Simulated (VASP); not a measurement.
All values below come from PBE GGA, VASP's PBE PAW potentials (set 64) (plane waves; VASP 6.6.1).

VASP ran on this input.

File POSCAR:
```
Os
1
    2.7230030000     0.0000000000     0.0000000000
   -1.3615020000     2.3581900000     0.0000000000
    0.0000000000     0.0000000000     8.7612800000
Os
4
Direct
 -0.0128760000  -0.0135480000  -0.0002550000
  0.0344390000   0.0169210000   0.4971350000
  0.3516310000   0.6785570000   0.2526080000
  0.6268060000   0.3180700000   0.7505120000
```

### KPOINTS
```
Automatic mesh
0
Gamma
4 4 4
0.5 0.5 0.5
```

### INCAR
```
! general
SYSTEM   =  Os
PREC     =  Accurate
ENCUT    =  210
LREAL    =  .FALSE.
LASPH    =  .TRUE.

! electronic loop
EDIFF    =  1E-6
NELM     =  100
ALGO     =  Normal
LMAXMIX  =  6

! smearing
ISMEAR   =  1
SIGMA    =  0.5

! functional
GGA      =  PE

! ions
ISIF     =  2

! output
LWAVE    =  .FALSE.
LCHARG   =  .FALSE.
```

POTCAR, in this order: Os (PBE.64 set). Program: vasp_std.

Problem. What will the output report for the number of irreducible k-points (NKPTS), largest plane-wave count, number of space-group operations, FFT grid (NGX, NGY, NGZ)?

Solution. 
number of irreducible k-points (NKPTS): 96
largest plane-wave count: 394
number of space-group operations: 1
FFT grid (NGX, NGY, NGZ): 14 × 14 × 42

The structure was generated: Os was put into an ordered model structure, which need not be its known phase. The cell was not relaxed at this level, atoms are displaced from their ideal sites. The k-mesh is coarse (spacing up to 0.67 per Å, 2π included), so the numbers may not be converged in it. The run is one of a series of settings (ENCUT = 210, ISMEAR = 1, SIGMA = 0.5, KPOINTS 4×4×4 Γ-centred mesh shifted by (0.5, 0.5, 0.5) against the base run), some of them coarse on purpose. VASP warned that the highest band is occupied, so more bands are needed.
